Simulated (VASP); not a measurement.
Here is the system:

```xyz
2
Lattice="1.3550 -2.3469 0.0000 1.3550 2.3469 0.0000 0.0000 0.0000 4.2800" Properties=species:S:1:pos:R:3 pbc="T T T"
Ru     1.3550     0.7823     1.0700
Ru     1.3550    -0.7823     3.2100
```

Method: PBE GGA, VASP's PBE PAW potentials (set 64) (plane waves; VASP). Run with LREAL = Auto, 400 eV cut-off, 14×14×8 Γ-centred mesh, first-order Methfessel-Paxton smearing of 0.10 eV, potentials Ru_pv.

Give the stress tensor in GPa (positive for a compressed cell).

```
2.91  0.00  0.00
0.00  2.91  0.00
0.00  0.00  2.14
```
The pressure is its mean diagonal, 2.65 GPa.

The compound is Ru in the hcp structure. The cell was not relaxed at this level. The run is one of a series of settings (LREAL = Auto against the base run), some of them coarse on purpose.
